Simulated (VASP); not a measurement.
The system is KRuO2.

```
K Ru O
1.0
    -2.90000    2.90000    3.83000
     2.90000   -2.90000    3.83000
     2.90000    2.90000   -3.83000
K Ru O
2 2 4
Cartesian
  2.9000 0.0000 1.9150
  0.0000 0.0000 3.8300
  0.0000 0.0000 0.0000
  0.0000 2.9000 1.9150
  1.4500 0.7540 -0.9575
  2.1460 -1.4500 4.7875
  0.7540 4.3500 0.9575
  1.4500 2.1460 2.8725
```

The cell was built by a generator and needn't be a form met in nature.

* Program: VASP 6.6.1
* Task: relaxation of cell and atoms
* Functional: PBE
* Potentials or basis: VASP PAW PBE potentials, release 64 (K_sv, Ru_pv, O)
* Cutoff: 520 eV
* k mesh: 4 × 4 × 4
* Occupations: gaussian, width 0.15 eV
* Spin: no spin polarisation

At the start: pressure 8.8 GPa; volume 16.11 Å³/atom.

**Question.** Where does the relaxation end?

**Answer.** Over 15 steps the energy falls by 84.2 meV/atom and the volume is 15.83 Å³/atom (-1.7 %); space group I-42d (No. 122, to 0.05 Å).

The path:
```tsv
step	energy change (eV)	largest force (eV/Å)	pressure (GPa)	volume (Å³)
1	0.0000	1.2578	8.78	128.84
2	-0.1374	0.5420	-7.22	145.95
3	-0.3588	0.1746	-1.33	138.01
4	-0.3590	0.1919	-1.02	137.83
5	-0.4132	0.1412	-1.06	136.38
6	-0.5532	0.0549	-0.97	131.92
7	-0.5540	0.6213	-0.61	122.45
8	-0.6172	0.2589	-0.30	128.16
9	-0.6196	0.3993	-0.81	125.91
10	-0.6224	0.3378	-0.60	126.89
11	-0.6349	0.0107	2.34	123.36
12	-0.6410	0.1108	1.37	124.55
13	-0.6616	0.1123	0.74	125.33
14	-0.6679	0.1227	0.11	126.20
15	-0.6736	0.0339	0.39	126.65
```

Final structure:
```yaml
crystal:
  lattice:
    - [-3.09693, 3.09693, 3.30125]
    - [3.09693, -3.09693, 3.30125]
    - [3.09693, 3.09693, -3.30125]
  atoms:
    - { symbol: K, position: [0.25000, 0.75000, 0.50000] }
    - { symbol: K, position: [0.50000, 0.50000, 0.00000] }
    - { symbol: Ru, position: [0.00000, 0.00000, 0.00000] }
    - { symbol: Ru, position: [0.75000, 0.25000, 0.50000] }
    - { symbol: O, position: [0.01206, 0.12500, 0.38706] }
    - { symbol: O, position: [0.37500, 0.98794, 0.11294] }
    - { symbol: O, position: [0.87500, 0.26206, 0.88706] }
    - { symbol: O, position: [0.73794, 0.62500, 0.61294] }
```

Caveat: the k mesh is coarse (spacing up to 0.38 Å⁻¹), so the values aren't converged; the relaxation stopped at a loose force limit of 0.08 eV/Å, so its end isn't a converged minimum.
